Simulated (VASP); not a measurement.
Input:

```yaml
crystal:
  lattice:
    - [4.22276, 2.43801, 3.65260]
    - [-4.22276, 2.43801, 3.65260]
    - [0.00000, -4.87602, 3.65260]
  atoms:
    - { symbol: I, position: [0.50503, 0.99516, 0.50503] }
    - { symbol: I, position: [0.50503, 0.50503, 0.99516] }
    - { symbol: I, position: [0.99516, 0.50503, 0.50503] }
    - { symbol: Cs, position: [0.01079, 0.01079, 0.01079] }
    - { symbol: Ge, position: [0.54602, 0.54602, 0.54602] }
```

Method: r2SCAN meta-GGA, VASP's PBE PAW potentials (set 64) (plane waves; VASP). Settings: 400 eV cut-off, 4×4×4 Γ-centred mesh, tetrahedra with Blöchl corrections, potentials I Cs_sv Ge_d.

Unless said otherwise, spin-orbit coupling is left out, though it shifts the bands of the heavy elements here.

**Question.** Give the energies of bands 14 to 25 at the high-symmetry points, in eV from the valence-band maximum.

**Answer.** 
```
band      Γ      T     H2      L     S0      F
----  -----  -----  -----  -----  -----  -----
14    -4.27  -3.14  -3.14  -4.15  -4.06  -4.05
15    -4.27  -3.00  -3.00  -4.14  -3.20  -3.20
16    -3.77  -3.00  -2.99  -2.71  -2.68  -2.68
17    -1.96  -2.36  -2.37  -2.20  -2.39  -2.39
18    -1.96  -2.36  -2.37  -2.15  -2.14  -2.14
19    -1.74  -1.21  -1.21  -2.01  -2.12  -2.12
20    -1.63  -1.20  -1.21  -1.95  -2.07  -2.07
21    -1.63  -1.20  -1.20  -1.74  -1.22  -1.22
22    -1.63   0.00  -0.02  -1.19  -0.56  -0.56
23     3.40   1.23   1.23   2.07   1.67   1.67
24     3.64   1.66   1.67   4.19   2.04   2.03
25     4.01   1.66   1.70   5.00   4.70   4.70
```

The gap is direct, 1.23 eV, from the valence maximum at T to the conduction minimum at T.

The structure comes from a measured CsGeI3 entry (R3m) of the Crystallography Open Database, whose conditions weren't checked. It was relaxed first, which changed the volume by +5 %.
